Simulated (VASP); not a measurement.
Output of a VASP run:

### OSZICAR
```
       N       E                     dE             d eps       ncg     rms          rms(c)
DAV:   1     0.224343762528E+02    0.22434E+02   -0.75880E+03  2640   0.120E+03
DAV:   2    -0.230868093853E+02   -0.45521E+02   -0.43690E+02  3400   0.215E+02
DAV:   3    -0.247011461865E+02   -0.16143E+01   -0.16006E+01  3436   0.309E+01
DAV:   4    -0.247157381722E+02   -0.14592E-01   -0.14655E-01  3155   0.300E+00
DAV:   5    -0.247159327994E+02   -0.19463E-03   -0.19575E-03  3457   0.283E-01    0.672E+01
DAV:   6    -0.569571262202E+01    0.19020E+02   -0.16678E+01  3103   0.341E+01    0.433E+01
DAV:   7    -0.809312118421E+01   -0.23974E+01   -0.29104E+00  2769   0.164E+01    0.124E+01
DAV:   8    -0.626232777791E+01    0.18308E+01   -0.29738E+00  2780   0.140E+01    0.495E+00
DAV:   9    -0.635681025563E+01   -0.94482E-01   -0.34807E-01  2780   0.552E+00    0.161E+00
DAV:  10    -0.627291168703E+01    0.83899E-01   -0.20892E-02  3061   0.142E+00    0.212E+00
DAV:  11    -0.628014253629E+01   -0.72308E-02   -0.34716E-04  3187   0.192E-01    0.193E+00
DAV:  12    -0.645410610998E+01   -0.17396E+00   -0.15219E-01  2692   0.425E+00    0.310E-01
DAV:  13    -0.645379267382E+01    0.31344E-03   -0.41607E-03  3150   0.686E-01    0.626E-01
DAV:  14    -0.645370193130E+01    0.90743E-04   -0.24360E-04  3130   0.170E-01    0.103E+00
DAV:  15    -0.645355612592E+01    0.14581E-03   -0.39155E-05  3343   0.416E-02    0.961E-01
DAV:  16    -0.645957398155E+01   -0.60179E-02   -0.89951E-03  2750   0.934E-01    0.586E-01
DAV:  17    -0.645974221203E+01   -0.16823E-03   -0.58439E-04  3210   0.226E-01    0.108E+00
DAV:  18    -0.645953858282E+01    0.20363E-03   -0.62714E-04  2989   0.187E-01    0.499E-01
DAV:  19    -0.645961799273E+01   -0.79410E-04   -0.50136E-04  2763   0.239E-01    0.424E-02
DAV:  20    -0.645961623035E+01    0.17624E-05   -0.40196E-05  3351   0.501E-02    0.150E-01
DAV:  21    -0.645960286031E+01    0.13370E-04   -0.32045E-06  2820   0.219E-02    0.115E-01
DAV:  22    -0.645962258083E+01   -0.19721E-04   -0.45010E-06  2899   0.228E-02    0.132E-02
DAV:  23    -0.645962139941E+01    0.11814E-05   -0.12108E-06  2676   0.139E-02    0.926E-03
DAV:  24    -0.645962567275E+01   -0.42733E-05   -0.43630E-07  2670   0.856E-03    0.677E-03
DAV:  25    -0.645962427017E+01    0.14026E-05   -0.44251E-08  1512   0.303E-03    0.890E-04
DAV:  26    -0.645962517065E+01   -0.90048E-06   -0.24969E-08  1338   0.181E-03    0.639E-04
DAV:  27    -0.645962499391E+01    0.17674E-06    0.22835E-09  1338   0.616E-04    0.712E-04
DAV:  28    -0.645962513881E+01   -0.14490E-06    0.95467E-10  1338   0.324E-04    0.151E-04
DAV:  29    -0.645962512505E+01    0.13759E-07   -0.19511E-10  1338   0.133E-04
   1 F= -.64596251E+01 E0= -.64596251E+01  d E =0.000000E+00
       N       E                     dE             ncg
```

File OUTCAR:
```
------------------------ aborting loop because EDIFF is reached ----------------------------------------
  FORCE on cell =-STRESS in cart. coord.  units (eV):
  Direction    XX          YY          ZZ          XY          YZ          ZX
  --------------------------------------------------------------------------------------
  Total       -0.0145910     -0.0145910     -0.0145910      0.0000000     -0.0000000      0.0000000
  in kB       -0.9523301     -0.9523301     -0.9523301      0.0000000     -0.0000000      0.0000000
  external PRESSURE =      -0.9523301 kB  Pullay stress =       0.0000000 kB
  volume of cell :       24.55
      direct lattice vectors                 reciprocal lattice vectors
     0.000000000  2.306707673  2.306707673    -0.216759152  0.216759152  0.216759152
     2.306707673  0.000000000  2.306707673     0.216759152 -0.216759152  0.216759152
     2.306707673  2.306707673  0.000000000     0.216759152  0.216759152 -0.216759152
 POSITION                                       TOTAL-FORCE (eV/Angst)
 -----------------------------------------------------------------------------------
      0.00000      0.00000      0.00000        -0.000000      0.000000      0.000000
      2.30671      2.30671      2.30671         0.000000     -0.000000     -0.000000
 -----------------------------------------------------------------------------------
    total drift:                                0.000000     -0.000000     -0.000000
  FREE ENERGIE OF THE ION-ELECTRON SYSTEM (eV)
  ---------------------------------------------------
  free  energy   TOTEN  =        -6.4596251251 eV

  energy  without entropy=       -6.4596251251  energy(sigma->0) =       -6.45962513

 total charge

# of ion       s       p       d       tot
------------------------------------------
    1        0.285   6.636   1.696   8.617
    2        0.888   1.520   0.000   2.408
--------------------------------------------------
tot          1.173   8.156   1.696  11.025
```
(Selected blocks of OUTCAR.)

**POSCAR**
```
HfC
1
    0.0000000000     2.3067076734     2.3067076734
    2.3067076734    -0.0000000000     2.3067076734
    2.3067076734     2.3067076734    -0.0000000000
Hf C
1 1
Direct
  0.0000000000   0.0000000000   0.0000000000
  0.5000000000   0.5000000000   0.5000000000
```

Question: Write an INCAR and KPOINTS that could have produced this output.

Answer: One answer among several that fit: the input of the run itself, MS2 meta-GGA, plane waves, VASP's PBE PAW potentials (set 64).

### KPOINTS
```
Automatic mesh
0
Gamma
15 15 15
0 0 0
```

**KPOINTS_OPT**
```
k-points along high-symmetry lines
10
Line-mode
Reciprocal
  0.000000   0.000000   0.000000 ! GAMMA
  0.500000   0.000000   0.500000 ! X

  0.500000   0.000000   0.500000 ! X
  0.625000   0.250000   0.625000 ! U

  0.375000   0.375000   0.750000 ! K
  0.000000   0.000000   0.000000 ! GAMMA

  0.000000   0.000000   0.000000 ! GAMMA
  0.500000   0.500000   0.500000 ! L

  0.500000   0.500000   0.500000 ! L
  0.500000   0.250000   0.750000 ! W

  0.500000   0.250000   0.750000 ! W
  0.500000   0.000000   0.500000 ! X
```

**INCAR**
```
! general
SYSTEM  = HfC
PREC    = Accurate
ENCUT   = 520
LREAL   = F
LASPH   = T

! electronic loop
EDIFF   = 1E-7
NELM    = 100
ALGO    = Normal
LMAXMIX = 6
LMIXTAU = T

! smearing
ISMEAR  = -5

! functional
METAGGA = MS2

! ions
ISIF    = 2

! output
LWAVE   = F
LCHARG  = F
LORBIT  = 11
NEDOS   = 601
```

POTCAR, in this order: Hf_pv C (PBE.64 set). Program: vasp_std.

For a metal the tetrahedron method with Blöchl corrections gives inexact stress and forces.

The compound is HfC in the rock salt structure. It was relaxed first.
